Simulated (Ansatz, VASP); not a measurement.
## Two plane-wave programs on Ti3Sn

```
CELL_PARAMETERS angstrom
5.77484 0.00000 0.00000
-2.88742 5.00116 0.00000
0.00000 0.00000 4.65434
ATOMIC_POSITIONS crystal
Ti 0.16391 0.32782 0.75000
Ti 0.67218 0.83609 0.75000
Ti 0.16391 0.83609 0.75000
Ti 0.83609 0.67218 0.25000
Ti 0.32782 0.16391 0.25000
Ti 0.83609 0.16391 0.25000
Sn 0.66667 0.33333 0.75000
Sn 0.33333 0.66667 0.25000
```

Alike in both runs: functional LDA; k mesh 9 × 9 × 8; occupations gaussian, width 0.1 eV; no spin polarisation.

Ansatz relaxed the structure, and its values are those at the end. VASP's run is a single point on that final structure, the one shown.

```csv
,VASP,Ansatz
version,VASP 6.6.1,Ansatz 0.2.0
potentials or method,"VASP PAW LDA potentials, release 64 (Ti_sv, Sn_d)","scalar-relativistic, plane waves, PAW"
plane-wave cutoff (eV),520,420
valence electrons in the cell,100,100
```

|  | VASP | Ansatz | Ansatz less VASP |
| --- | --- | --- | --- |
| gap on the k mesh at the Fermi level (eV) | none | none | - |
| pressure (GPa) | 0.1 | 0.0 | -0.12 |
| rms of the force components (eV/Å) | 0.005 | 0.000 | -0.0044 |

A gap of «none» marks a metal or a gap that the smearing closes.
